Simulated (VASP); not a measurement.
Input:

```
CELL_PARAMETERS angstrom
     -1.90790     1.90790     4.79572
      1.90790    -1.90790     4.79572
      1.90790     1.90790    -4.79572
ATOMIC_POSITIONS crystal
  Zn 0.50000 0.50000 0.00000
  Zn 0.25000 0.75000 0.50000
  F  0.29190 0.29190 0.00000
  F  0.04190 0.54190 0.50000
  F  0.45810 0.95810 0.50000
  F  0.70810 0.70810 0.00000
```

Level of theory: PBE GGA, VASP's PBE PAW potentials (set 64) (plane waves; VASP). Numerical set-up: 400 eV cut-off, 5×5×5 Γ-centred mesh, Gaussian smearing of 0.27 eV, potentials Zn F.

At this cut-off the stress carries a Pulay error, which pulls relaxed volumes low.

**Question.** Which forces act on the atoms, in eV/Å?

**Answer.** 
| atom | Fx | Fy | Fz |
|---|---|---|---|
| Zn1 | 0.000 | 0.000 | 0.000 |
| Zn2 | 0.000 | 0.000 | 0.000 |
| F3 | 0.000 | 0.000 | -0.580 |
| F4 | 0.000 | 0.000 | -0.580 |
| F5 | 0.000 | 0.000 | 0.580 |
| F6 | 0.000 | 0.000 | 0.580 |

**Question.** Give the stress tensor in GPa (positive for a compressed cell).

**Answer.** 
```
10.10   0.00   0.00
 0.00  10.10   0.00
 0.00   0.00  10.67
```
The pressure is its mean diagonal, 10.29 GPa.

The structure was generated: ZnF2 was put into an ordered model structure, which need not be its known phase. The cell was not relaxed at this level. The k-mesh is coarse (spacing up to 0.47 per Å, 2π included), so the numbers may not be converged in it.
